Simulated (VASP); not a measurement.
# Lattice of Si2W across functionals and dispersion corrections, part 3 of 3

How close do the usual functionals, with and without dispersion, come to the cell of Si2W? LASPH is on for some levels and off for others; the table marks which. The start is a cell from a database of measured crystal structures.

VASP 6.6.1, plane waves and PAW; the level of theory is named at each step.

So far. Step 5 (Relaxation with r2SCAN): It ends at 13.38 Å³/atom, -0.8 % from the start, with 0.03 GPa left. The conventional cell has a = 3.209 and c = 7.793 Å. Step 6 (Relaxation with PBE + D3(BJ)): It ends at 13.22 Å³/atom, -1.9 % from the start, with -0.06 GPa left. The conventional cell has a = 3.191 and c = 7.793 Å. Against plain PBE, the dispersion term moves a by -1.1 % and c by -0.8 %.

## (7) Relaxation with r2SCAN + rVV10

This step: r2SCAN with rVV10; plane waves and PAW (Si, W) (VASP 6.6.1).

LUSE_VDW switches on a nonlocal correlation term for dispersion.

INCAR reads:

```
SYSTEM = Si2W
PREC = Accurate
ENCUT = 520
EDIFF = 1E-06
NELM = 100
ISMEAR = -1
SIGMA = 0.05
LREAL = .FALSE.
ALGO = Normal
METAGGA = R2SCAN
LUSE_VDW = .TRUE.
IVDW_NL = 2
BPARAM = 11.95
CPARAM = 0.0093
LASPH = .TRUE.
NBANDS = 13
LORBIT = 11
LWAVE = .FALSE.
LCHARG = .FALSE.
KPAR = 4
IBRION = 2
NSW = 60
ISIF = 3
EDIFFG = -0.01
```

POSCAR reads:

```
Si2W
1.0
   -1.6069000000      1.6069000000      3.9149500000
    1.6069000000     -1.6069000000      3.9149500000
    1.6069000000      1.6069000000     -3.9149500000
Si W
2 1
Direct
    0.3347000000      0.3347000000      0.0000000000
    0.6653000000      0.6653000000      0.0000000000
    0.0000000000      0.0000000000      0.0000000000
```

KPOINTS reads:

```
Automatic mesh
0
Gamma
10 10 10
0 0 0
```

Potentials, in the order of the species: Si and W (PBE family, release 64).

Launch:

```sh
> mpirun -np 4 vasp_std
```

Log:

```text
[banner, memory and clock lines left out]
running    4 mpi-ranks, on    1 nodes
[...]
|                                                                             |
|               ----> ADVICE to this user running VASP <----                  |
|                                                                             |
|     You have switched on vdW-DFT.                                           |
|     This routine was written and supplied by Jiri Klimes. We recommend      |
|     that you carefully read and cite the following publications:            |
|       J. Klimes, D.R. Bowler, A. Michelides                                 |
|          J. Phys.: Cond Matt. 22 022201 (2010)                              |
|       J. Klimes, D.R. Bowler, A. Michelides                                 |
|          Phys. Rev. B. 83, 195131 (2011)                                    |
|     and references therein.                                                 |
|                                                                             |

[...]
Total rVV10 correction in eV:      0.1561392    21.4092026
Total rVV10 correction in eV:      0.1561392    21.4092026
Total rVV10 correction in eV:      0.1561392    21.4092026
Total rVV10 correction in eV:      0.1561392    21.4092026
DAV:  13    -0.697971624271E+02   -0.62527E-06   -0.61429E-07  1841   0.648E-03
Total rVV10 correction in eV:      0.1561421    21.4092026
Total rVV10 correction in eV:      0.1561421    21.4092026
Total rVV10 correction in eV:      0.1561421    21.4092026
Total rVV10 correction in eV:      0.1561421    21.4092026
Total rVV10 correction in eV:      0.1561414    21.4092026
Total rVV10 correction in eV:      0.1561414    21.4092026
Total rVV10 correction in eV:      0.1561414    21.4092026
Total rVV10 correction in eV:      0.1561414    21.4092026
   1 F= -.69797162E+02 E0= -.69796135E+02  d E =-.697972E+02
[...]
2 F= -.69785427E+02 E0= -.69784559E+02  d E =0.117352E-01
[...]
3 F= -.69800951E+02 E0= -.69799983E+02  d E =-.378845E-02
[...]
4 F= -.69800976E+02 E0= -.69800036E+02  d E =-.247849E-04
 trial-energy change:   -0.000025  1 .order   -0.000025   -0.000059    0.000009
 step:   0.7489(harm=  0.7489)  dis= 0.00074  next Energy=   -69.800977 (dE=-0.256E-04)
 reached required accuracy - stopping structural energy minimisation
```

It took 3.5 min on 4 MPI ranks of Intel Xeon 6975P-C (Granite Rapids), shared host; peak memory 1.7 GiB.

From OUTCAR (step 7):

```text
  Total       -0.0132073     -0.0132073      0.0114101      0.0000000     -0.0000000      0.0000000
  in kB       -0.5285942     -0.5285942      0.4566664      0.0000000     -0.0000000      0.0000000
  external PRESSURE =      -0.2001740 kB  Pullay stress =       0.0000000 kB

 POSITION                                       TOTAL-FORCE (eV/Angst)
 -----------------------------------------------------------------------------------
      1.60297      1.60297     -1.28554        -0.000000      0.000000      0.002073
      0.00000      0.00000      5.18041         0.000000      0.000000     -0.002073
      0.00000      0.00000     -0.00000         0.000000     -0.000000     -0.000000
 -----------------------------------------------------------------------------------
    total drift:                                0.000000      0.000000     -0.000000

  FREE ENERGIE OF THE ION-ELECTRON SYSTEM (eV)
  ---------------------------------------------------
  free  energy   TOTEN  =       -69.8009756619 eV

  energy  without entropy=      -69.7990960052  energy(sigma->0) =      -69.80003583

[... 2 parts as in an earlier step ...]

[... 2 further parts left out ...]
[key lines of the parts left out:]
E-fermi :  10.5892
```

It ends at 13.34 Å³/atom, -1.0 % from the start, with -0.02 GPa left. The conventional cell has a = 3.206 and c = 7.790 Å. Against plain r2SCAN, the dispersion term moves a by -0.1 % and c by -0.0 %.

## (8) Relaxation with vdW-DF-cx

This step: vdW-DF-cx; plane waves and PAW (Si, W) (VASP 6.6.1).

vdW-DF-cx takes its exchange from the same plasmon model as its correlation.

INCAR: that of step 7 with these lines changed.

```diff
@@ -9,7 +9,5 @@
 ALGO = Normal
-METAGGA = R2SCAN
+GGA = CX
+AGGAC = 0
 LUSE_VDW = .TRUE.
-IVDW_NL = 2
-BPARAM = 11.95
-CPARAM = 0.0093
 LASPH = .TRUE.
```

POSCAR is that of step 7.

KPOINTS is that of step 7.

Launch:

```sh
> mpirun -np 4 vasp_std
```

Log:

```text
[banner, memory and clock lines left out]
running    4 mpi-ranks, on    1 nodes
[...]
[... a notice as in an earlier step ...]

 [... a notice as in an earlier step ...]

 LDA part: xc-table for (Slater+PW92), standard interpolation
 POSCAR, INCAR and KPOINTS ok, starting setup
[...]
entering main loop
       N       E                     dE             d eps       ncg     rms          rms(c)
DAV:   1     0.328158504172E+02    0.32816E+02   -0.59941E+03  2652   0.936E+02
DAV:   2    -0.194728221805E+02   -0.52289E+02   -0.47673E+02  3323   0.187E+02
DAV:   3    -0.219312728550E+02   -0.24585E+01   -0.23878E+01  3597   0.329E+01
DAV:   4    -0.219659468575E+02   -0.34674E-01   -0.34617E-01  3213   0.454E+00
[...]
DAV:  10    -0.211395194721E+02   -0.16117E-04   -0.34300E-04  3347   0.119E-01    0.641E-02
DAV:  11    -0.211395075025E+02    0.11970E-04   -0.41565E-05  3367   0.493E-02    0.229E-02
DAV:  12    -0.211395076333E+02   -0.13084E-06   -0.15788E-06  2365   0.100E-02
[...]
DAV:   2    -0.211393796337E+02    0.23896E-03   -0.56526E-04  3370   0.175E-01    0.118E-01
DAV:   3    -0.211393365543E+02    0.43079E-04   -0.58691E-05  3138   0.504E-02    0.599E-02
DAV:   4    -0.211393248772E+02    0.11677E-04   -0.15207E-05  3392   0.264E-02    0.920E-03
DAV:   5    -0.211393248219E+02    0.55307E-07   -0.73862E-07  1696   0.667E-03
   2 F= -.21139325E+02 E0= -.21137714E+02  d E =0.182811E-03
 trial-energy change:    0.000183  1 .order    0.000174   -0.000507    0.000855
 step:   0.3632(harm=  0.3723)  dis= 0.00003  next Energy=   -21.139599 (dE=-0.916E-04)
[...]
N       E                     dE             d eps       ncg     rms          rms(c)
DAV:   1    -0.211397065094E+02   -0.38163E-03   -0.54475E-03  2930   0.503E-01    0.186E-01
DAV:   2    -0.211396164694E+02    0.90040E-04   -0.22497E-04  3355   0.111E-01    0.747E-02
DAV:   3    -0.211396015772E+02    0.14892E-04   -0.23276E-05  3138   0.318E-02    0.376E-02
DAV:   4    -0.211395993752E+02    0.22019E-05   -0.59398E-06  3306   0.164E-02    0.559E-03
DAV:   5    -0.211395993910E+02   -0.15715E-07   -0.29461E-07  1531   0.427E-03
   3 F= -.21139599E+02 E0= -.21138014E+02  d E =-.917576E-04
[...]
reached required accuracy - stopping structural energy minimisation
```

The job ended after 1.8 min (4 MPI ranks; peak memory 2 GiB).

OUTCAR, selected parts (step 8):

```text
  Total       -0.0170040     -0.0170040      0.0148604      0.0000000     -0.0000000      0.0000000
  in kB       -0.6727168     -0.6727168      0.5879085      0.0000000     -0.0000000      0.0000000
  external PRESSURE =      -0.2525084 kB  Pullay stress =       0.0000000 kB

 POSITION                                       TOTAL-FORCE (eV/Angst)
 -----------------------------------------------------------------------------------
      0.00000      0.00000      2.62313         0.000000      0.000000      0.003403
      0.00000      0.00000      5.21421        -0.000000     -0.000000     -0.003403
      0.00000      0.00000      0.00000         0.000000      0.000000      0.000000
 -----------------------------------------------------------------------------------
    total drift:                                0.000000      0.000000      0.000000

  FREE ENERGIE OF THE ION-ELECTRON SYSTEM (eV)
  ---------------------------------------------------
  free  energy   TOTEN  =       -21.1395993910 eV

  energy  without entropy=      -21.1364283342  energy(sigma->0) =      -21.13801386

[... 2 parts as in an earlier step ...]

[... 2 further parts left out ...]
[key lines of the parts left out:]
E-fermi :  10.4540
```

It ends at 13.50 Å³/atom, +0.2 % from the start, with -0.03 GPa left. The conventional cell has a = 3.215 and c = 7.837 Å.

## (9) Relaxation with SCAN

This step: SCAN; plane waves and PAW (Si, W) (VASP 6.6.1).

SCAN adds the kinetic-energy density; it is numerically more delicate than r2SCAN.

INCAR: that of step 8 with these lines changed.

```diff
@@ -9,5 +9,3 @@
 ALGO = Normal
-GGA = CX
-AGGAC = 0
-LUSE_VDW = .TRUE.
+METAGGA = SCAN
 LASPH = .TRUE.
```

POSCAR is that of step 8.

KPOINTS is that of step 8.

Launch:

```sh
> mpirun -np 4 vasp_std
```

Log:

```text
[... set-up lines as in an earlier step ...]
 entering main loop
       N       E                     dE             d eps       ncg     rms          rms(c)
DAV:   1    -0.374599065485E+02   -0.37460E+02   -0.62089E+03  2668   0.969E+02
DAV:   2    -0.918225910264E+02   -0.54363E+02   -0.49701E+02  3336   0.196E+02
DAV:   3    -0.943593842059E+02   -0.25368E+01   -0.24658E+01  3593   0.343E+01
DAV:   4    -0.943954916530E+02   -0.36107E-01   -0.35894E-01  3191   0.473E+00
[...]
DAV:  11    -0.907217675027E+02   -0.21586E-03   -0.66037E-04  3207   0.222E-01    0.594E-02
DAV:  12    -0.907217745991E+02   -0.70964E-05   -0.78386E-05  3190   0.830E-02    0.179E-02
DAV:  13    -0.907217746845E+02   -0.85409E-07   -0.79443E-06  3110   0.276E-02
   1 F= -.90721775E+02 E0= -.90721006E+02  d E =-.907218E+02
[... from here on, the cycles between the ionic steps are left out ...]
   2 F= -.90700627E+02 E0= -.90699890E+02  d E =0.211478E-01
   3 F= -.90728961E+02 E0= -.90728205E+02  d E =-.718630E-02
   4 F= -.90728961E+02 E0= -.90728206E+02  d E =-.718654E-02
   5 F= -.90729049E+02 E0= -.90728291E+02  d E =-.874972E-04
   6 F= -.90729059E+02 E0= -.90728302E+02  d E =-.976277E-04
   7 F= -.90729065E+02 E0= -.90728312E+02  d E =-.662032E-05
 trial-energy change:   -0.000007  1 .order   -0.000006   -0.000018    0.000007
 step:   0.6072(harm=  0.6072)  dis= 0.00034  next Energy=   -90.729066 (dE=-0.672E-05)
 reached required accuracy - stopping structural energy minimisation
```

The job ended after 2.3 min (4 MPI ranks; peak memory 1 GiB).

Parts of OUTCAR (step 9):

```text
  Total       -0.0129499     -0.0129499     -0.0183395      0.0000000     -0.0000000      0.0000000
  in kB       -0.5207104     -0.5207104     -0.7374251      0.0000000     -0.0000000      0.0000000
  external PRESSURE =      -0.5929486 kB  Pullay stress =       0.0000000 kB

 POSITION                                       TOTAL-FORCE (eV/Angst)
 -----------------------------------------------------------------------------------
      0.00000      0.00000      2.61307         0.000000      0.000000      0.000793
      0.00000      0.00000      5.18411        -0.000000     -0.000000     -0.000793
      1.59847      1.59847      3.89859        -0.000000     -0.000000      0.000000
 -----------------------------------------------------------------------------------
    total drift:                                0.000000     -0.000000      0.000000

  FREE ENERGIE OF THE ION-ELECTRON SYSTEM (eV)
  ---------------------------------------------------
  free  energy   TOTEN  =       -90.7290654733 eV

  energy  without entropy=      -90.7275591495  energy(sigma->0) =      -90.72831231

[... 2 parts as in an earlier step ...]

[... 2 further parts left out ...]
[key lines of the parts left out:]
E-fermi :  10.5819
```

It ends at 13.28 Å³/atom, -1.5 % from the start, with -0.06 GPa left. The conventional cell has a = 3.197 and c = 7.797 Å.

## (10) The cells as a table

This step: relaxed cells at several levels; plane waves and PAW (VASP 6.6.1).

This step runs nothing: it gathers the runs above.

Lengths are those of the conventional cell; cost is the wall time of each run, as given at its step, times its ranks, without the set-up around it; LASPH differs between rows, which moves results and costs too. Results by level, by row:

| level | volume (Å³/atom) | change from the start (%) | a (Å) | c (Å) | cost (core minutes) | LASPH |
| --- | --- | --- | --- | --- | --- | --- |
| LDA | 13.24 | -1.8 | 3.193 | 7.79 | 1.67 | off |
| PBEsol | 13.35 | -0.9 | 3.202 | 7.815 | 1.67 | off |
| PBE | 13.63 | 1.1 | 3.226 | 7.857 | 1.6 | off |
| r2SCAN | 13.38 | -0.8 | 3.209 | 7.793 | 7.2 | on |
| PBE + D3(BJ) | 13.22 | -1.9 | 3.191 | 7.793 | 2.13 | off |
| r2SCAN + rVV10 | 13.34 | -1 | 3.206 | 7.79 | 14 | on |
| vdW-DF-cx | 13.5 | 0.2 | 3.215 | 7.837 | 7.13 | on |
| SCAN | 13.28 | -1.5 | 3.197 | 7.797 | 9.2 | on |

## (11) Results

```yaml
volume_lda: 13.24 Å³/atom
volume_pbesol: 13.35 Å³/atom
volume_pbe: 13.63 Å³/atom
volume_r2scan: 13.38 Å³/atom
volume_pbe_d3_bj: 13.22 Å³/atom
volume_r2scan_rvv10: 13.34 Å³/atom
volume_vdw_df_cx: 13.50 Å³/atom
volume_scan: 13.28 Å³/atom
```

For Si2W the levels give volumes between 13.22 Å³/atom (PBE + D3(BJ)) and 13.63 Å³/atom (PBE), a spread of 3.1 %, while the cost of the finished runs spans a factor of 8.8. Within 1 % of experiment on every length: LDA, PBEsol, PBE, r2SCAN, PBE + D3(BJ), r2SCAN + rVV10, vdW-DF-cx and SCAN. The nearest, vdW-DF-cx, took 4.5 times the core time of PBE and lowers the largest miss from 0.38 to 0.08 %. Thermal and zero-point expansion, often some tenths of a per cent in length, bear on this order: with the measured lengths lowered by an assumed 0.4 % the nearest becomes SCAN. The costs hold the number of ionic steps as well as the price of the functional. The closing table has room for seven levels; SCAN stands in the table of levels alone. Adding D3(BJ) to PBE changes the volume by -3.0 % (a by -1.1 % and c by -0.8 %). Adding rVV10 to r2SCAN changes the volume by -0.3 % (a by -0.1 % and c by -0.0 %). Pairwise corrections of the D and TS kind ignore the screening in a metal, so they may overbind here. Within 0.02 Å all end in space group I4/mmm; the runs can't lower the symmetry of the start. Spin-orbit coupling is left out. LASPH is on for some levels and off for others, so differences between them are not the functional's alone. Each is a single relaxation on the plane waves of the start cell, so larger changes of volume carry a basis-set error that was not tested here.

Computed beside measured:

```
              quantity  measured             LDA          PBEsol             PBE          r2SCAN    PBE + D3(BJ)  r2SCAN + rVV10       vdW-DF-cx
lattice constant a (Å)   3.21395  3.193 (-0.7 %)  3.202 (-0.4 %)  3.226 (+0.4 %)  3.209 (-0.1 %)  3.191 (-0.7 %)  3.206 (-0.2 %)  3.215 (+0.0 %)
lattice constant c (Å)   7.83128  7.790 (-0.5 %)  7.815 (-0.2 %)  7.857 (+0.3 %)  7.793 (-0.5 %)  7.793 (-0.5 %)  7.790 (-0.5 %)  7.837 (+0.1 %)
```

Measured values from arxiv:2202.05362 (2022).

**Verdict.** For the lattice constant a, of the levels listed nearest comes vdW-DF-cx (+0.0 %, good agreement) and farthest PBE + D3(BJ) (-0.7 %, fair agreement). For the lattice constant c, of the levels listed nearest comes vdW-DF-cx (+0.1 %, good agreement) and farthest r2SCAN + rVV10 (-0.5 %, good agreement). The grades are ours: good and fair within 0.7 and 1.5 % for the lattice constant a and 0.8 and 2 % for the lattice constant c. For lattice constants the calculation has a static lattice, without zero-point motion or thermal expansion.

[Lines on the potential files, build, host, timing and source positions are cut from VASP's logs without a mark.]

[Logs are printed without paths, hosts, clocks, repeated set-up lines and the standing remarks that a program may print on its own settings, such as how far it seeks lower states.]

[Hosts, paths, dates, database ids (printed as entryN), source tags and the programs' standing remarks are cut or masked in the printed files.]

[A measured line is paired with the nearest computed mode of its activity, which favours agreement.]
